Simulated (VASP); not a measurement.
OSZICAR of a VASP run on BaTiO3 (cubic perovskite):

### OSZICAR
```
       N       E                     dE             d eps       ncg     rms          rms(c)
DAV:   1     0.431562590837E+03    0.43156E+03   -0.21667E+04   960   0.187E+03
DAV:   2    -0.459001727903E+02   -0.47746E+03   -0.46991E+03  1192   0.510E+02
DAV:   3    -0.947055557149E+02   -0.48805E+02   -0.47427E+02  1488   0.153E+02
DAV:   4    -0.968240196747E+02   -0.21185E+01   -0.21172E+01  1392   0.291E+01
DAV:   5    -0.969033316078E+02   -0.79312E-01   -0.79309E-01  1368   0.402E+00    0.251E+01
DAV:   6    -0.739813323643E+02    0.22922E+02   -0.48184E+01  1352   0.822E+01    0.793E+00
DAV:   7    -0.733428744994E+02    0.63846E+00   -0.45569E+00  1184   0.151E+01    0.458E+00
DAV:   8    -0.771034300146E+02   -0.37606E+01   -0.16369E+00  1136   0.119E+01    0.178E+00
DAV:   9    -0.734607141413E+02    0.36427E+01   -0.12496E+00  1072   0.945E+00    0.106E+00
DAV:  10    -0.740173814641E+02   -0.55667E+00   -0.22931E-01  1216   0.412E+00    0.589E-01
DAV:  11    -0.740098504876E+02    0.75310E-02   -0.14190E-02  1216   0.111E+00    0.165E-01
DAV:  12    -0.740821815379E+02   -0.72331E-01   -0.31937E-02  1008   0.176E+00    0.130E-01
DAV:  13    -0.740824472855E+02   -0.26575E-03   -0.93432E-04  1328   0.256E-01    0.142E-01
DAV:  14    -0.740825624001E+02   -0.11511E-03   -0.86453E-05  1056   0.107E-01    0.131E-01
DAV:  15    -0.740820780708E+02    0.48433E-03   -0.45506E-04   960   0.217E-01    0.125E-01
DAV:  16    -0.740850525220E+02   -0.29745E-02   -0.45473E-03  1240   0.551E-01    0.394E-01
DAV:  17    -0.740848769696E+02    0.17555E-03   -0.48022E-04  1048   0.222E-01    0.319E-01
DAV:  18    -0.740846499121E+02    0.22706E-03   -0.16151E-04  1296   0.104E-01    0.245E-01
DAV:  19    -0.740845444638E+02    0.10545E-03   -0.90942E-05  1160   0.762E-02    0.196E-01
DAV:  20    -0.740843543396E+02    0.19012E-03   -0.45792E-04  1336   0.167E-01    0.538E-02
DAV:  21    -0.740843358342E+02    0.18505E-04   -0.87736E-05  1384   0.700E-02    0.884E-03
DAV:  22    -0.740843362747E+02   -0.44051E-06   -0.27324E-06  1168   0.150E-02    0.980E-03
DAV:  23    -0.740843359474E+02    0.32736E-06   -0.61694E-07  1280   0.706E-03    0.696E-03
DAV:  24    -0.740843347313E+02    0.12161E-05   -0.16406E-06  1008   0.145E-02    0.802E-03
DAV:  25    -0.740843364354E+02   -0.17041E-05   -0.17113E-06  1032   0.140E-02    0.706E-03
DAV:  26    -0.740843353125E+02    0.11229E-05   -0.12739E-06  1256   0.734E-03    0.198E-03
DAV:  27    -0.740843350367E+02    0.27577E-06   -0.10127E-07   488   0.296E-03    0.720E-04
DAV:  28    -0.740843349384E+02    0.98349E-07   -0.33547E-08   480   0.164E-03
   1 F= -.74084335E+02 E0= -.74084335E+02  d E =-.897991E-27
```

Task: Which electronic solver shows in the log?

Result: It is blocked Davidson (ALGO = Normal, or the opening steps of other solvers). The INCAR had ALGO = Normal.

Task: Can the final energy be trusted as converged?

Result: The run converged. It stopped with EDIFF = 1E-7, NELM = 100 (r2SCAN meta-GGA, plane waves, VASP's PBE PAW potentials (set 64)).

The compound is BaTiO3 in the cubic perovskite structure, the ideal cubic form; the compound distorts at low or room temperature. This cell is one point of a volume scan, at 0.94 of the reference volume.
